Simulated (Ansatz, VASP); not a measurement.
# BAs in two plane-wave programs

Aim: how closely do two programs agree when they are given the same cell, functional and k mesh? Valence electrons are named where the data sets of a main pair hold unlike numbers.

Method: plane waves, with VASP 6.6.1 beside it; band structure at LDA, band structure at PBE and dielectric response at PBE, in Ansatz 0.2.0.

## Step 1: The structure

Symmetry: F-43m, No. 216, cubic system. The conventional cell has a = 4.777 Å, b = 4.777 Å, c = 4.777 Å, α = 90.00°, β = 90.00°, γ = 90.00°. Nearest to B lie 4 As at 2.07 Å. As has 4 B at 2.07 Å nearest. Farther neighbours are not listed.

## Step 2: VASP: band structure, LDA

Levels along a path test the potential and the projectors away from the mesh points.

Lines of VASP's logs that name or quote its potential files are left out, and so is its time.

File INCAR:

```
SYSTEM = BAs
PREC = Accurate
ENCUT = 420
EDIFF = 1E-06
NELM = 100
ISMEAR = 0
SIGMA = 0.02
LREAL = .FALSE.
ALGO = Normal
GGA = CA
NBANDS = 16
LORBIT = 11
LWAVE = .FALSE.
LCHARG = .FALSE.
KPAR = 4
```

File POSCAR:

```
BAs
1.0
    0.0000000000      2.3885000000      2.3885000000
    2.3885000000      0.0000000000      2.3885000000
    2.3885000000      2.3885000000      0.0000000000
B As
1 1
Direct
    0.0000000000      0.0000000000      0.0000000000
    0.2500000000      0.2500000000      0.2500000000
```

File KPOINTS:

```
Automatic mesh
0
Gamma
5 5 5
0 0 0
```

File KPOINTS_OPT:

```
Line mode
16
Line-mode
Reciprocal
  0.00000000   0.00000000   0.00000000 GAMMA
  0.50000000   0.00000000   0.50000000 X

  0.50000000   0.00000000   0.50000000 X
  0.50000000   0.25000000   0.75000000 W

  0.50000000   0.25000000   0.75000000 W
  0.37500000   0.37500000   0.75000000 K

  0.37500000   0.37500000   0.75000000 K
  0.00000000   0.00000000   0.00000000 GAMMA

  0.00000000   0.00000000   0.00000000 GAMMA
  0.50000000   0.50000000   0.50000000 L

  0.50000000   0.50000000   0.50000000 L
  0.62500000   0.25000000   0.62500000 U

  0.62500000   0.25000000   0.62500000 U
  0.50000000   0.25000000   0.75000000 W

  0.50000000   0.25000000   0.75000000 W
  0.50000000   0.50000000   0.50000000 L

  0.50000000   0.50000000   0.50000000 L
  0.37500000   0.37500000   0.75000000 K

  0.62500000   0.25000000   0.62500000 U
  0.50000000   0.00000000   0.50000000 X
```

Potentials, in the order of the species: B and As (PBE family, release 64).

Command:

```console
$ mpirun -np 4 vasp_std
```

Numbers of over 12 decimals in the logs are rounded to 6 here.

Log:

```text
[banner, memory and clock lines left out]
running    4 mpi-ranks, on    1 nodes
 distrk:  each k-point on    1 cores,    4 groups
 distr:  one band on    1 cores,    1 groups

 POSCAR found type information on POSCAR B As
 POSCAR found :  2 types and       2 ions
|                                                                             |
|               ----> ADVICE to this user running VASP <----                  |
|                                                                             |
|     You enforced a specific xc type in the INCAR file but a different       |
|     [... a line on the potential file left out ...]
|     I HOPE YOU KNOW WHAT YOU ARE DOING!                                     |
|                                                                             |

 LDA part: xc-table for (Slater(with rela. corr.)+CA(PZ))
 , standard interpolation
 POSCAR, INCAR and KPOINTS ok, starting setup
 FFT: planning ... GRIDC
 FFT: planning ... GRID_SOFT
 FFT: planning ... GRID
 WAVECAR not read
 entering main loop
       N       E                     dE             d eps       ncg     rms          rms(c)
DAV:   1     0.818867183844E+01    0.81887E+01   -0.31661E+03   320   0.368E+02
DAV:   2    -0.129488082909E+02   -0.21137E+02   -0.20184E+02   440   0.855E+01
DAV:   3    -0.134385223730E+02   -0.48971E+00   -0.48935E+00   368   0.105E+01
DAV:   4    -0.134391960429E+02   -0.67367E-03   -0.67366E-03   416   0.470E-01
DAV:   5    -0.134391968741E+02   -0.83123E-06   -0.83118E-06   368   0.162E-02    0.482E+00
DAV:   6    -0.128480792099E+02    0.59112E+00   -0.13641E+00   400   0.338E+00    0.229E+00
DAV:   7    -0.127648710424E+02    0.83208E-01   -0.15053E-01   408   0.145E+00    0.930E-01
DAV:   8    -0.127521146735E+02    0.12756E-01   -0.17430E-02   392   0.553E-01    0.107E-01
DAV:   9    -0.127521935664E+02   -0.78893E-04   -0.75291E-04   344   0.125E-01    0.520E-02
DAV:  10    -0.127521885364E+02    0.50300E-05   -0.67961E-05   392   0.342E-02    0.902E-03
DAV:  11    -0.127521879900E+02    0.54642E-06   -0.13397E-06   352   0.572E-03
   1 F= -.12752188E+02 E0= -.12752188E+02  d E =-.548097E-54
 Start KPOINTS_OPT (optional k-point list driver)
k-point batch [1-10\160]
       N       E                     dE             ncg
DAV:   1     0.294956910461E+03   -0.59587E+03      320
DAV:   2     0.809314454342E+02   -0.21403E+03      408
DAV:   3     0.730270347867E+02   -0.79044E+01      368
DAV:   4     0.730170156698E+02   -0.10019E-01      416
DAV:   5     0.730170072434E+02   -0.84264E-05      384
DAV:   6     0.730170072331E+02   -0.10259E-07      328
[...]
k-point batch [151-160\160]
       N       E                     dE             ncg
DAV:   1     0.117922788403E+03   -0.28604E+04      328
DAV:   2    -0.874322071334E+02   -0.20535E+03      424
DAV:   3    -0.918758052924E+02   -0.44436E+01      440
DAV:   4    -0.918825156621E+02   -0.67104E-02      368
DAV:   5    -0.918825255507E+02   -0.98886E-05      440
DAV:   6    -0.918825255742E+02   -0.23504E-07      368
```

From OUTCAR (step 2):

```text
ion  position               nearest neighbor table
   1  0.000  0.000  0.000-   2 2.07   2 2.07   2 2.07   2 2.07
   2  0.250  0.250  0.250-   1 2.07   1 2.07   1 2.07   1 2.07

  LATTYP: Found a face centered cubic cell.
 ALAT       =     4.7770000000

 Subroutine GETGRP returns: Found 24 space group operations
 (whereof 24 operations were pure point group operations)

The static configuration has the point symmetry T_d .

 Found     10 irreducible k-points:

   k-points           NKPTS =     10   k-points in BZ     NKDIM =     10   number of bands    NBANDS=     16

   dimension x,y,z NGX =    24 NGY =   24 NGZ =   24
   dimension x,y,z NGXF=    48 NGYF=   48 NGZF=   48

   ENCUT  =  420.0 eV  30.87 Ry    5.56 a.u.   5.64  5.64  5.64*2*pi/ulx,y,z

   NELECT =       8.0000    total number of electrons

 k-points in reciprocal lattice and weights: Automatic mesh
   0.00000000  0.00000000  0.00000000       0.008
   0.20000000  0.00000000  0.00000000       0.064
   0.40000000  0.00000000  0.00000000       0.064
   0.20000000  0.20000000  0.00000000       0.048
   0.40000000  0.20000000  0.00000000       0.192
  -0.40000000  0.20000000  0.00000000       0.192
  -0.20000000  0.20000000  0.00000000       0.096
   0.40000000  0.40000000  0.00000000       0.048
  -0.40000000  0.40000000  0.00000000       0.096
  -0.40000000  0.40000000  0.20000000       0.192

 average (electrostatic) potential at core
       1 -26.8396       2 -48.4629

 E-fermi :   6.1041

 k-point     1 :       0.0000    0.0000    0.0000
  band No.  band energies     occupation
      1      -9.5016      2.00000
      2       5.8880      2.00000
      3       5.8880      2.00000
      4       5.8880      2.00000
      5       9.1319      0.00000
      6       9.1319      0.00000
      7       9.1319      0.00000
      8      10.6053      0.00000
      9      15.2335      0.00000
    ...

 k-point     2 :       0.2000    0.0000    0.0000
  band No.  band energies     occupation
      1      -8.8543      2.00000
      2       2.1349      2.00000
      3       5.0097      2.00000
      4       5.0097      2.00000
      5       9.0784      0.00000
      6      10.2444      0.00000
      7      10.2444      0.00000
      8      13.0243      0.00000
      9      16.8935      0.00000
    ...

 k-point     3 :       0.4000    0.0000    0.0000
  band No.  band energies     occupation
      1      -7.1721      2.00000
      2      -2.0272      2.00000
      3       4.1762      2.00000
      4       4.1762      2.00000
      5       8.6459      0.00000
      6      10.6684      0.00000
      7      10.6684      0.00000
      8      14.5767      0.00000
      9      17.7455      0.00000
    ...

  Total       -0.4069215     -0.4069215     -0.4069215     -0.0000000      0.0000000      0.0000000
  in kB      -23.9229902    -23.9229902    -23.9229902     -0.0000000      0.0000000      0.0000000
  external PRESSURE =     -23.9229902 kB  Pullay stress =       0.0000000 kB

  energy-cutoff  :      420.00
  volume of cell :       27.25
      direct lattice vectors                 reciprocal lattice vectors
     0.000000000  2.388500000  2.388500000    -0.209336404  0.209336404  0.209336404
     2.388500000  0.000000000  2.388500000     0.209336404 -0.209336404  0.209336404
     2.388500000  2.388500000  0.000000000     0.209336404  0.209336404 -0.209336404

 POSITION                                       TOTAL-FORCE (eV/Angst)
 -----------------------------------------------------------------------------------
      0.00000      0.00000      0.00000        -0.000000     -0.000000     -0.000000
      1.19425      1.19425      1.19425         0.000000      0.000000      0.000000
 -----------------------------------------------------------------------------------
    total drift:                                0.000000      0.000000      0.000000

  FREE ENERGIE OF THE ION-ELECTRON SYSTEM (eV)
  ---------------------------------------------------
  free  energy   TOTEN  =       -12.7521879900 eV

  energy  without entropy=      -12.7521879900  energy(sigma->0) =      -12.75218799

 total charge
# of ion       s       p       d       tot
------------------------------------------
    1        0.638   1.183   0.000   1.821
    2        1.177   1.680   0.086   2.943
--------------------------------------------------
tot          1.816   2.863   0.086   4.765

[... 3 further parts left out ...]
```

Spin-orbit coupling is off here; it would split degenerate levels, and it lifts a valence top of As p states by about 0.1 eV. The PAW data sets were made with PBE, though LDA sets exist; pressures can shift by 1 GPa and more with it. At this level the cell is under a tension of 2.4 GPa, so at these settings it is away from equilibrium.

## Step 3: Ansatz: band structure, LDA

Ansatz runs on its default PAW (the set named soft_2) files.

The same cell, functional (in two slightly different forms), mesh and smearing now go to Ansatz, which takes its cutoff from its data sets.

File input.yaml:

```yaml
crystal:
  lattice:
    - [0.0, 2.3885, 2.3885]
    - [2.3885, 0.0, 2.3885]
    - [2.3885, 2.3885, 0.0]
  atoms:
    - { symbol: B, position: [0.0, 0.0, 0.0] }
    - { symbol: As, position: [0.25, 0.25, 0.25] }
hamiltonian:
  xc: lda
  pseudopotentials: { kind: paw }
kpoints:
  mp_grid: { grid: [5, 5, 5] }
  band_path:
    path:
      - [0.0, 0.0, 0.0]
      - [0.16667, 0.0, 0.16667]
      - [0.33333, 0.0, 0.33333]
      - [0.4, 0.0, 0.4]
      - [0.5, 0.0, 0.5]
      - [0.5, 0.08333, 0.58333]
      - [0.5, 0.18333, 0.68333]
      - [0.5, 0.25, 0.75]
      - [0.45, 0.3, 0.75]
      - [0.40833, 0.34167, 0.75]
      - [0.35, 0.35, 0.7]
      - [0.225, 0.225, 0.45]
      - [0.075, 0.075, 0.15]
      - [0.03333, 0.03333, 0.03333]
      - [0.23333, 0.23333, 0.23333]
      - [0.4, 0.4, 0.4]
      - [0.51667, 0.46667, 0.51667]
      - [0.55833, 0.38333, 0.55833]
      - [0.60833, 0.28333, 0.60833]
      - [0.60833, 0.25, 0.64167]
      - [0.55833, 0.25, 0.69167]
      - [0.51667, 0.25, 0.73333]
      - [0.5, 0.3, 0.7]
      - [0.5, 0.38333, 0.61667]
      - [0.5, 0.48333, 0.51667]
      - [0.475, 0.475, 0.55]
      - [0.425, 0.425, 0.65]
      - [0.38333, 0.38333, 0.73333]
      - [0.59167, 0.18333, 0.59167]
      - [0.55, 0.1, 0.55]
      - [0.5, 0.0, 0.5]
    npoints: 1
scf:
  occupations: { method: gaussian, width: 0.02 }
  n_extra_bands: 7
output:
  forces: true
  stress: true
  eigenvalues: true
```

Command:

```console
$ ansatz run input.yaml --threads 2 --pin off --max-ram 4608MiB --backend cpu --events-out ev --progress --plain --runs-dir out
```

Log:

```text
scf.n_extra_bands = 7 over 9 filled bands (N_el = 18.0): the run solves 16 bands
Engine: ansatz 0.2.0, aarch64-unknown-linux-gnu
Pseudopotentials: kind: paw
Pseudopotential: B, paw, valence charge 3, recommended cutoff 420 eV (normal), B.paw.azcp
Pseudopotential: As, paw, valence charge 15, recommended cutoff 420 eV (normal), As.paw.azcp
Functional definition: SPW92
  exchange = slater_x
  correlation = pw_c
Crystal: 2 atoms, lattice volume = 27.252 Å³
Basis set: ecut = 420 eV, 531 PW (Γ)
Bands: 16, of which v1, the nominal top of the filled ones, is band 9 counted from 1 (8 counted from 0)
Symmetry: 24 space group operations
Space group: F-43m (ITA 216), of the structure as read, at distance tolerance 3.0e-5 Å
k-points: 10 of 125 (time reversal used)
Non-local potential: B, projectors of the file, l = 0: 2, l = 1: 2, l = 2: 1
Non-local potential: As, projectors of the file, l = 0: 2, l = 1: 2, l = 2: 3, l = 3: 1
PAW form: soft (Blöchl's): semilocal exchange-correlation on the pseudo side does not see the compensation charge
PAW frozen core: B, regenerated for the run's functional, and the local potential with it (the file was generated under x = pbe(κ = 0.804, μ = 0.219515), c = pbe(β = 0.066725))
PAW frozen core: As, regenerated for the run's functional, and the local potential with it (the file was generated under x = pbe(κ = 0.804, μ = 0.219515), c = pbe(β = 0.066725))
PAW one-centre angular grid: B, 110 points (default); XC on 64 Gauss nodes
PAW one-centre angular grid: As, 590 points (default); XC on 64 Gauss nodes
Initial density: superposition of atomic densities (neutral atoms: chi_scale 0, normalization atom), corrected by the library's trained network
Initial wavefunctions: pseudopotential atomic-orbital guess
Functional: x = slater, c = lda
SCF iter   1: F=—  HF=-4923.467406 eV  |F-HF|=—  |Δ(HF+E_count)|=         —  Δρ=6.97e-3  dr2=1.33e-2  ethr=1.77e-3  ⟨swp⟩=6.0  Hψ=866  notcnv=0
preconditioner: auto → none  [insulator: Δε(μ)=1.124 eV  Ē_g=15.535 eV  σ=0.020 eV  W_gap=1.00  n_scr=8 (ndim 8)  ℏωp=20.1 eV  f_vac=0.001  D(μ)=0.00/eV (n_scr^D=0)  ε∞_Penn≈2.7]
SCF iter   2: F=—  HF=-4923.463296 eV  |F-HF|=—  |Δ(HF+E_count)|=   4.11e-3  Δρ=2.11e-3  dr2=7.86e-4  ethr=7.38e-5  ⟨swp⟩=2.0  Hψ=285  notcnv=0  defer=25
SCF iter   3: F=—  HF=-4923.462901 eV  |F-HF|=—  |Δ(HF+E_count)|=   3.95e-4  Δρ=1.00e-3  dr2=1.21e-4  ethr=4.37e-6  ⟨swp⟩=2.0  Hψ=270  notcnv=0  defer=25
SCF iter   4: F=—  HF=-4923.462873 eV  |F-HF|=—  |Δ(HF+E_count)|=   2.88e-5  Δρ=3.59e-4  dr2=1.42e-5  ethr=6.73e-7  ⟨swp⟩=1.0  Hψ=135  notcnv=0  defer=25
SCF iter   5: F=—  HF=-4923.462868 eV  |F-HF|=—  |Δ(HF+E_count)|=   4.23e-6  Δρ=6.59e-5  dr2=5.19e-7  ethr=7.91e-8  ⟨swp⟩=2.0  Hψ=224  notcnv=0  defer=25
SCF iter   6: F=-4923.462868 eV  HF=-4923.462868 eV  |F-HF|=8.86e-10  |Δ(HF+E_count)|=   4.37e-8  Δρ=4.92e-6  dr2=2.12e-9  ethr=5.56e-10  ⟨swp⟩=7.2  Hψ=661  notcnv=0
SCF 1 converged in 6 iterations: F = -4923.462868 eV  dr2 = 2.12e-9
  greatest PAW one-centre occupation: 0.999 electrons in one spin orbital (limit 2), on the As atom at site 1 (counted from 0), in its partial waves of l = 2
NSCF: frozen V_eff on 31 k-points
SCF converged after 6 iterations
Free energy (F): -4923.462868 eV
Harris-Foulkes:  -4923.462868 eV  (|F-HF|=8.86e-10)
Internal energy: -4923.462868 eV  (E = F + TS)
E sigma→0 (E₀):  -4923.462868 eV
Fermi energy:    11.415848 eV
--- Per-component energies (eV) ---
  E_band       = -215.925224
  E_kinetic    = 152.887146
  E_local      = -1703.428021  (includes V_loc(G=0)·N_el)
  E_nonlocal   = -652.068659
  E_hartree    = 941.740232
  E_xc         = -111.070152
  E_vxc        = -117.910473  (∫ρ·V_xc dr)
  E_paw        = -1827.869490  (= ΣΔE_a)
  E_vpaw       = 221.114050  (= ΣTr[D̂ρ^β])
  E_aug_tail   = 0.000008  (compensation charges beyond the density's cutoff)
  E_ewald      = -1725.774997
  E_core_change = 2.121064  (= ΣΔE_core)
  E_smearing   = -0.000000  (= −TS)
  E_closure    = 0.000000  (closes the sum)
  Σ components = -4923.462868   (vs F -4923.462868, Δ=0.00e0)
--- Forces (eV/Å), atoms counted from 1 ---
  atom   1  B      0.00000000    -0.00000000     0.00000000
  atom   2  As     0.00000000    -0.00000000    -0.00000000
  max |Σ_I F_I| component: 7.41e-16 eV/Å
--- Stress (GPa, compression-positive) ---
       -3.787522      -0.000000       0.000000
       -0.000000      -3.787522       0.000000
        0.000000       0.000000      -3.787522
  P = ⅓ Tr σ = -3.7875 GPa (-37.875 kbar)
--- Band table (eV; the first three rows and the last of 10) ---
  k-point 0: bands = [... 5 lower, -4.5412, 10.8560, 10.8560, 10.8560, 14.1023, 14.1023, 14.1023, 15.5024, ... 3 higher]
  k-point 1: bands = [... 5 lower, -3.8951, 7.1060, 9.9813, 9.9813, 14.0232, 15.2140, 15.2140, 17.9686, ... 3 higher]
  k-point 2: bands = [... 5 lower, -2.2202, 2.9582, 9.1500, 9.1500, 13.5843, 15.6483, 15.6483, 19.5679, ... 3 higher]
  k-point 9: bands = [... 5 lower, -0.8703, 3.3166, 5.3832, 6.6900, 15.2192, 16.0835, 16.9390, 20.4428, ... 3 higher]
```

It took 0.63 s on 2 threads of Arm Neoverse V2, shared host; peak memory 0.26 GiB; 1.1 s of CPU time.

## Step 4: Comparison

Known differences besides the potentials themselves: the two LDA forms differ slightly; the data sets hold 18 valence electrons in Ansatz (on its default PAW (the set named soft_2) files) and 8 in VASP; Ansatz makes its cores anew for this functional, VASP keeps those of its PBE data sets; VASP's log shows a relativistic correction to its local exchange, Ansatz's none. Total energies have different zeros and are not compared.

Both answers:

```csv
quantity,Ansatz,VASP,difference
pressure (GPa),-3.79,-2.39,-1.40
pressure without Ansatz's Pulay correction (GPa),-3.90,-2.39,-1.51
gap over the path points (eV),1.120,1.110,+0.010
```

Levels at points of the path, from each program's valence-band top (eV; 3 filled, then empty):

| k (reciprocal lattice) | Ansatz | VASP |
| --- | --- | --- |
| 0.000 0.000 0.000 | 0.00 0.00 0.00 3.25 3.25 3.25 | 0.00 0.00 0.00 3.24 3.24 3.24 |
| 0.167 0.000 0.167 | -2.27 -1.71 -1.71 2.19 5.59 5.59 | -2.26 -1.72 -1.72 2.19 5.60 5.60 |
| 0.333 0.000 0.333 | -5.90 -3.45 -3.45 1.22 3.07 9.07 | -5.89 -3.47 -3.47 1.21 3.05 9.07 |
| 0.400 0.000 0.400 | -7.25 -3.85 -3.85 1.12 2.19 10.30 | -7.26 -3.86 -3.86 1.11 2.18 10.30 |
| 0.500 0.000 0.500 | -8.42 -4.07 -4.07 1.33 1.42 11.25 | -8.44 -4.09 -4.09 1.32 1.40 11.25 |
| 0.500 0.083 0.583 | -8.32 -4.46 -4.41 2.08 2.12 10.48 | -8.34 -4.48 -4.43 2.08 2.10 10.47 |
| 0.500 0.183 0.683 | -8.03 -5.28 -5.05 4.12 4.33 8.20 | -8.05 -5.30 -5.07 4.10 4.33 8.19 |
| 0.500 0.250 0.750 | -7.93 -5.50 -5.21 5.19 5.85 6.70 | -7.95 -5.53 -5.23 5.16 5.87 6.68 |
| 0.450 0.300 0.750 | -7.96 -5.75 -4.55 3.77 5.60 7.65 | -7.98 -5.78 -4.58 3.76 5.59 7.64 |
| 0.408 0.342 0.750 | -8.01 -5.92 -3.76 2.41 5.50 8.67 | -8.03 -5.95 -3.78 2.40 5.49 8.66 |

Among the levels compared at these points, filled levels agree within 26 meV and empty ones within 30 meV. Ansatz's pressure holds a Pulay correction of 0.11 GPa; VASP's holds none.

## Step 5: Other set-ups

Further runs change the set-up of one program: Ansatz's method, potentials or start, or VASP's data sets, cutoff or form of LDA. The table gives Ansatz less VASP for each quantity, since a change that brings one quantity closer may part another.

```
                                        run  pressure (GPa)  gap over the path points (eV)  pressure without Ansatz's Pulay correction (GPa)
                                   as above            -1.4                          0.010                                              -1.5
                       cores kept as stored            -1.2                          0.010                                              -1.3
    Ansatz's larger PAW set (cutoff 760 eV)            -1.4                          0.011                                                  
norm-conserving potentials (cutoff 1088 eV)            -1.4                          0.021                                              -1.6
```

[end of part 1 of 2]

[Lines on the potential files, build, host, timing and source positions are cut from VASP's logs without a mark.]

[Logs are printed without paths, hosts, clocks, repeated set-up lines and the standing remarks that a program may print on its own settings, such as how far it seeks lower states.]

[Hosts, paths, dates, database ids (printed as entryN), source tags and the programs' standing remarks are cut or masked in the printed files.]
